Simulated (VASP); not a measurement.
# Gallium: Pt into a neighbouring Ga vacancy

Wanted: the minimum-energy path in Gallium for this move: Pt into a neighbouring Ga vacancy. The start is a cell from a database of measured crystal structures.

Calculated with VASP 6.6.1; PBEsol; plane waves and PAW (Ga), in the first sound run; inputs show where later runs differ.

### 1. The host crystal

It takes space group Cmce (No. 64, orthorhombic). Conventional cell: a = 4.523 Å, b = 7.661 Å, c = 4.524 Å, α = 90.00°, β = 90.00°, γ = 90.00°. Ga has 5 Ga at 2.48 to 2.73 Å nearest.

Coordinates:

```cif
data_structure
_symmetry_space_group_name_H-M 'Cmce'
_symmetry_Int_Tables_number 64
_cell_length_a 4.5230
_cell_length_b 7.6610
_cell_length_c 4.5240
_cell_angle_alpha 90.000
_cell_angle_beta 90.000
_cell_angle_gamma 90.000
_cell_volume 156.76
loop_
_atom_site_label
_atom_site_type_symbol
_atom_site_symmetry_multiplicity
_atom_site_Wyckoff_symbol
_atom_site_fract_x
_atom_site_fract_y
_atom_site_fract_z
_atom_site_occupancy
Ga1 Ga 8 f 0.50000 0.15490 0.41900 1
```

### 2. Relax the host

First cell and atoms are relaxed at a raised cutoff, so that later runs start from this functional's own cell.

INCAR reads:

```
SYSTEM = Ga
PREC = Accurate
ENCUT = 350
EDIFF = 1E-06
NELM = 120
ISMEAR = 1
SIGMA = 0.15
LREAL = .FALSE.
ALGO = Normal
GGA = PS
NBANDS = 12
LORBIT = 11
LWAVE = .FALSE.
LCHARG = .FALSE.
KPAR = 3
LASPH = .TRUE.
IBRION = 2
NSW = 40
ISIF = 3
EDIFFG = -0.02
POTIM = 0.4
```

POSCAR reads:

```
Ga
1.0
    2.2615000000     -3.8305000000      0.0000000000
    2.2615000000      3.8305000000      0.0000000000
    0.0000000000      0.0000000000      4.5240000000
Ga
4
Direct
    0.3451000000      0.6549000000      0.4190000000
    0.1549000000      0.8451000000      0.9190000000
    0.6549000000      0.3451000000      0.5810000000
    0.8451000000      0.1549000000      0.0810000000
```

KPOINTS reads:

```
Automatic mesh
0
Gamma
6 6 5
0 0 0
```

PAW data sets: Ga (PBE family, release 64).

Run with:

```
$ mpirun -np 3 vasp_std
```

What it wrote:

```text
[banner, memory and clock lines left out]
running    3 mpi-ranks, on    1 nodes
 distrk:  each k-point on    1 cores,    3 groups
 distr:  one band on    1 cores,    1 groups

 POSCAR found type information on POSCAR Ga
 POSCAR found :  1 types and       4 ions
|                                                                             |
|               ----> ADVICE to this user running VASP <----                  |
|                                                                             |
|     You enforced a specific xc type in the INCAR file but a different       |
|     [... a line on the potential file left out ...]
|     I HOPE YOU KNOW WHAT YOU ARE DOING!                                     |
|                                                                             |

 LDA part: xc-table for (Slater+PW92), standard interpolation
 POSCAR, INCAR and KPOINTS ok, starting setup
 FFT: planning ... GRIDC
 FFT: planning ... GRID_SOFT
 FFT: planning ... GRID
 WAVECAR not read
 entering main loop
       N       E                     dE             d eps       ncg     rms          rms(c)
DAV:   1     0.165734575192E+02    0.16573E+02   -0.33844E+03   936   0.574E+02
DAV:   2    -0.122706882323E+02   -0.28844E+02   -0.27472E+02  1172   0.886E+01
DAV:   3    -0.135026378227E+02   -0.12319E+01   -0.12170E+01  1216   0.189E+01
DAV:   4    -0.135102646148E+02   -0.76268E-02   -0.76119E-02  1084   0.141E+00
DAV:   5    -0.135102961737E+02   -0.31559E-04   -0.31556E-04  1196   0.775E-02    0.502E+00
DAV:   6    -0.134189642889E+02    0.91332E-01   -0.10750E-02  1072   0.910E-01    0.292E+00
DAV:   7    -0.133590561205E+02    0.59908E-01   -0.30153E-02  1040   0.144E+00    0.228E-01
DAV:   8    -0.133590610537E+02   -0.49332E-05   -0.75601E-04  1140   0.161E-01    0.406E-02
DAV:   9    -0.133590550974E+02    0.59563E-05   -0.40741E-05  1116   0.416E-02    0.111E-02
DAV:  10    -0.133590537369E+02    0.13605E-05   -0.57139E-06  1156   0.132E-02    0.192E-03
DAV:  11    -0.133590538431E+02   -0.10614E-06   -0.80786E-07   608   0.498E-03
   1 F= -.13359054E+02 E0= -.13358034E+02  d E =-.133591E+02
 curvature:   0.00 expect dE= 0.000E+00 dE for cont linesearch  0.000E+00
 trial: gam= 0.00000 g(F)=  0.825E-03 g(S)=  0.500E-02 ort = 0.000E+00 (trialstep = 0.100E+01)
 search vector abs. value=  0.582E-02
 bond charge predicted
       N       E                     dE             d eps       ncg     rms          rms(c)
DAV:   1    -0.133635639809E+02   -0.45102E-02   -0.37788E-02   996   0.103E+00    0.175E-01
DAV:   2    -0.133630418076E+02    0.52217E-03   -0.10868E-03  1156   0.215E-01    0.100E-01
DAV:   3    -0.133627067509E+02    0.33506E-03   -0.47720E-04   996   0.117E-01    0.242E-02
DAV:   4    -0.133627074497E+02   -0.69879E-06   -0.57702E-06  1176   0.154E-02
   2 F= -.13362707E+02 E0= -.13361519E+02  d E =-.365361E-02
[...]
3 F= -.13362929E+02 E0= -.13361716E+02  d E =-.387555E-02
[...]
4 F= -.13363136E+02 E0= -.13361927E+02  d E =-.206217E-03
 ZBRENT: can't locate minimum, use default step
 trial-energy change:   -0.000206  1 .order   -0.000206   -0.000221   -0.000191
 step:   4.2547(harm=  7.8990)  dis= 0.00255  next Energy=   -13.363750 (dE=-0.821E-03)
 bond charge predicted
       N       E                     dE             d eps       ncg     rms          rms(c)
DAV:   1    -0.133636249918E+02   -0.48941E-03   -0.11984E-02  1088   0.528E-01    0.513E-02
DAV:   2    -0.133635901782E+02    0.34814E-04   -0.31028E-04  1076   0.951E-02    0.293E-02
DAV:   3    -0.133635647967E+02    0.25382E-04   -0.45344E-05  1172   0.343E-02    0.412E-03
DAV:   4    -0.133635650283E+02   -0.23162E-06   -0.49407E-06  1000   0.122E-02
   5 F= -.13363565E+02 E0= -.13362495E+02  d E =-.635631E-03
 curvature:  -2.95 expect dE=-0.278E-03 dE for cont linesearch -0.981E-04
 trial: gam= 0.03013 g(F)=  0.302E-04 g(S)=  0.642E-04 ort = 0.849E-04 (trialstep = 0.170E+01)
 search vector abs. value=  0.997E-04
 reached required accuracy - stopping structural energy minimisation
```

The job ended after 12 s (3 MPI ranks of Intel Xeon 6975P-C (Granite Rapids), shared host; peak memory 0.45 GiB; 33 s of CPU time).

The logs omit lines about the potential files and the build; timing stands in the text.

Parts of OUTCAR (step 2):

```text
ion  position               nearest neighbor table
   1  0.345  0.655  0.419-   3 2.48   2 2.69   2 2.69   4 2.73   4 2.73   3 2.79   3 2.79
   2  0.155  0.845  0.919-   4 2.48   1 2.69   1 2.69   3 2.73   3 2.73   4 2.79   4 2.79
   3  0.655  0.345  0.581-   1 2.48   4 2.69   4 2.69   2 2.73   2 2.73   1 2.79   1 2.79
   4  0.845  0.155  0.081-   2 2.48   3 2.69   3 2.69   1 2.73   1 2.73   2 2.79   2 2.79

  LATTYP: Found a base centered orthorhombic cell.
 ALAT       =     4.5230000000
 B/A-ratio  =     1.6937873093
 C/A-ratio  =     1.0002210922

 Subroutine GETGRP returns: Found  8 space group operations
 (whereof  4 operations were pure point group operations)

The static configuration has the point symmetry C_2h.
 The point group associated with its full space group is D_2h.

 Found     39 irreducible k-points:

   k-points           NKPTS =     39   k-points in BZ     NKDIM =     39   number of bands    NBANDS=     12

   dimension x,y,z NGX =    28 NGY =   28 NGZ =   28
   dimension x,y,z NGXF=    56 NGYF=   56 NGZF=   56

   ENCUT  =  350.0 eV  25.72 Ry    5.07 a.u.   6.79  6.79  6.90*2*pi/ulx,y,z

   NELECT =      12.0000    total number of electrons

 k-points in reciprocal lattice and weights: Automatic mesh
   0.00000000  0.00000000  0.00000000       0.006
   0.16666667  0.00000000  0.00000000       0.022
   0.33333333 -0.00000000  0.00000000       0.022
   0.50000000 -0.00000000  0.00000000       0.011
   0.16666667  0.16666667  0.00000000       0.011
   0.33333333  0.16666667  0.00000000       0.022
   0.50000000  0.16666667  0.00000000       0.022
  -0.33333333  0.16666667  0.00000000       0.022
  -0.16666667  0.16666667  0.00000000       0.011
[...]
-0.33333333  0.33333333  0.40000000       0.022
   0.50000000  0.50000000  0.40000000       0.011

 average (electrostatic) potential at core
       1 -14.9320       2 -14.9320       3 -14.9320       4 -14.9320

 E-fermi :   2.1954

 k-point     1 :       0.0000    0.0000    0.0000
  band No.  band energies     occupation
    ...
      2      -2.0088      2.00000
      3      -1.5284      2.00000
      4       0.5326      2.00000
      5       0.6186      2.00000
      6       1.5174      2.00000
      7       3.1894     -0.00000
      8       3.2387     -0.00000
      9       3.3673     -0.00000
     10       7.4308      0.00000
     11       7.6656      0.00000
    ...

 k-point     2 :       0.1667    0.0000    0.0000
  band No.  band energies     occupation
    ...
      2      -2.3668      2.00000
      3      -1.5036      2.00000
      4      -1.3564      2.00000
      5       0.8618      2.00000
      6       1.5929      2.00000
      7       3.1224     -0.00000
      8       4.3554     -0.00000
      9       5.5694      0.00000
     10       5.9378      0.00000
     11       6.4219      0.00000
    ...

 k-point     3 :       0.3333   -0.0000    0.0000
  band No.  band energies     occupation
    ...
      2      -4.5160      2.00000
      3      -1.3891      2.00000
      4      -1.1063      2.00000
      5       0.5097      2.00000
      6       0.9015      2.00000
      7       3.8275     -0.00000
      8       4.0141     -0.00000
      9       5.4244      0.00000
     10       6.2468      0.00000
     11       7.3473      0.00000
    ...

  Total       -0.0550126     -0.0003263      0.0602381      0.0000000      0.0000000      0.0000000
  in kB       -1.1421850     -0.0067747      1.2506779      0.0000000      0.0000000      0.0000000
  external PRESSURE =       0.0339061 kB  Pullay stress =       0.0000000 kB

  energy-cutoff  :      350.00
  volume of cell :       77.17
      direct lattice vectors                 reciprocal lattice vectors
     2.240889263 -3.808264278 -0.000000000     0.223125706 -0.131293409  0.000000000
     2.240889263  3.808264278  0.000000000     0.223125706  0.131293409 -0.000000000
     0.000000000  0.000000000  4.521254241     0.000000000 -0.000000000  0.221177564

 POSITION                                       TOTAL-FORCE (eV/Angst)
 -----------------------------------------------------------------------------------
      2.24089      1.18602      1.89310         0.000000     -0.010227     -0.009534
      2.24089      2.62224      4.15373         0.000000      0.010227     -0.009534
      2.24089     -1.18602      2.62815         0.000000      0.010227      0.009534
      2.24089     -2.62224      0.36752         0.000000     -0.010227      0.009534
 -----------------------------------------------------------------------------------
    total drift:                                0.000000     -0.000000      0.000000

  FREE ENERGIE OF THE ION-ELECTRON SYSTEM (eV)
  ---------------------------------------------------
  free  energy   TOTEN  =       -13.3635650283 eV

  energy  without entropy=      -13.3603551941  energy(sigma->0) =      -13.36249508

 reached required accuracy - stopping structural energy minimisation

 total charge
# of ion       s       p       d       tot
------------------------------------------
    1        1.168   1.081   0.086   2.334
    2        1.168   1.081   0.086   2.334
    3        1.168   1.081   0.086   2.334
    4        1.168   1.081   0.086   2.334
--------------------------------------------------
tot          4.670   4.323   0.343   9.336

[... 3 further parts left out ...]
```

CONTCAR:

```
Ga
   1.00000000000000
     2.2408892633530688   -3.8082642783086920   -0.0000000000000000
     2.2408892633530688    3.8082642783086920    0.0000000000000000
     0.0000000000000000    0.0000000000000000    4.5212542410827794
  Ga
     4
Direct
     0.3442833638440230    0.6557166361559769    0.4187117521861893
     0.1557166361559769    0.8442833638440231    0.9187117521861893
     0.6557166361559769    0.3442833638440230    0.5812882478138107
     0.8442833638440231    0.1557166361559769    0.0812882478138107
```

The k-mesh is coarse for a metal. The PAW data sets were made with PBE, which is usual practice but a small mismatch for other functionals. The data set Ga keeps the semicore shell frozen, which is cheaper and a little less accurate. The run keeps the 8 symmetry operations of its start, so it cannot find a distortion of lower symmetry.

Relaxation path:

```
step  energy less that of the first step (eV)  largest force (eV/Å)  pressure (GPa)  volume (Å³)
   1                                   0.0000                0.0731           -0.84        78.38
   2                                  -0.0037                0.0278           -0.19        77.45
   3                                  -0.0039                0.0133            0.04        77.15
   4                                  -0.0041                0.0089            0.03        77.16
   5                                  -0.0045                0.0140            0.00        77.17
```

```
conventional cell, symmetrised  before  after  change
                         a (Å)   4.523  4.482  -0.9 %
                         b (Å)   7.661  7.617  -0.6 %
                         c (Å)   4.524  4.521  -0.1 %
              volume (Å³/atom)   19.59  19.29  -1.5 %
```

The relaxed structure:

```cif
data_structure
_symmetry_space_group_name_H-M 'P 1'
_symmetry_Int_Tables_number 1
_cell_length_a 4.4186
_cell_length_b 4.4186
_cell_length_c 4.5213
_cell_angle_alpha 90.000
_cell_angle_beta 90.000
_cell_angle_gamma 119.053
_cell_volume 77.17
loop_
_atom_site_label
_atom_site_type_symbol
_atom_site_fract_x
_atom_site_fract_y
_atom_site_fract_z
_atom_site_occupancy
Ga1 Ga 0.34428 0.65572 0.41871 1
Ga2 Ga 0.15572 0.84428 0.91871 1
Ga3 Ga 0.65572 0.34428 0.58129 1
Ga4 Ga 0.84428 0.15572 0.08129 1
```

Numbers from this step:

```
electronic cycles                               : 27
electrons                                       : 12
free energy (TOTEN)                             : -13.36 eV
energy at zero smearing                         : -13.36 eV
Fermi energy                                    : 2.195 eV
labelled metallic, from the levels on this mesh : yes
```

The run ended after 5 ionic steps, 0.005 eV below its first step, once forces and stress met EDIFFG = -0.02.

(Part 1 of 4 ends here.)

[Lines on the potential files, build, host, timing and source positions are cut from VASP's logs without a mark.]

[Logs are printed without paths, hosts, clocks, repeated set-up lines and the standing remarks that a program may print on its own settings, such as how far it seeks lower states.]

[Hosts, paths, dates, database ids (printed as entryN), source tags and the programs' standing remarks are cut or masked in the printed files.]

[Runs that stopped without an error message from VASP are left out.]
